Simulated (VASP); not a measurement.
TaN:

```
Ta N
1.0
     0.00000    2.21132    2.21132
     2.21132    0.00000    2.21132
     2.21132    2.21132    0.00000
Ta N
1 1
Direct
  0.50000 0.50000 0.50000
  0.00000 0.00000 0.00000
```

The cell comes from a database or a generator and needn't be the stable form of this composition.

- Program: VASP 6.6.1
- Task: relaxation of cell and atoms
- Functional: PBE
- Dispersion: D3(BJ)
- Potentials or basis: VASP PAW PBE potentials, release 64 (Ta_pv, N)
- Cutoff: 600 eV
- k mesh: 16 × 16 × 16
- Occupations: gaussian, width 0.1 eV
- Spin: no spin polarisation

At the start: pressure -7.7 GPa; volume 10.81 Å³/atom.

Question: How do energy, volume and symmetry change on relaxing?

Answer: Over 4 steps the energy falls by 6.2 meV/atom and the volume is 10.56 Å³/atom (-2.3 %); space group Fm-3m (No. 225, to 0.05 Å).

The path:
| step | energy change (eV) | largest force (eV/Å) | pressure (GPa) | volume (Å³) |
| --- | --- | --- | --- | --- |
| 1 | 0.0000 | 0.0000 | -7.72 | 21.63 |
| 2 | 0.0552 | 0.0000 | 20.83 | 20.04 |
| 3 | -0.0123 | 0.0000 | -0.14 | 21.14 |
| 4 | -0.0123 | 0.0000 | 0.02 | 21.13 |

Final structure:
```xyz
2
Lattice="0.0000 2.1941 2.1941 2.1941 0.0000 2.1941 2.1941 2.1941 0.0000" Properties=species:S:1:pos:R:3 pbc="T T T"
Ta    2.1941    2.1941    2.1941
N     4.3883    2.1941    2.1941
```

Caveat: pairwise dispersion overbinds metals, which lowers pressure and volume.
